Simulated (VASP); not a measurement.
Here is the system:

```xyz
2
Lattice="0.0000 2.6685 2.6685 2.6685 0.0000 2.6685 2.6685 2.6685 0.0000" Properties=species:S:1:pos:R:3 pbc="T T T"
W      0.0000     0.0000     0.0000
S      1.3342     1.3342     1.3342
```

Level of theory: PBE GGA, VASP's PBE PAW potentials (set 64) (plane waves; VASP). Run with 400 eV cut-off, Gaussian smearing of 0.050 eV, potentials W_sv S.

Unless said otherwise, spin-orbit coupling is left out, though it shifts the bands of the heavy elements here.

### Question
Predict the band gap (along the path) with the smallest direct gap where there is one.

### Answer

- band gap (along the path): none (metal, semimetal or under 0.01 eV)

Total energies compare only between runs with the same potentials, cut-off and functional.

The structure was generated: WS was put into the zinc blende type (F-43m), which need not be its known phase. It was relaxed first, which changed the volume by -35 %.
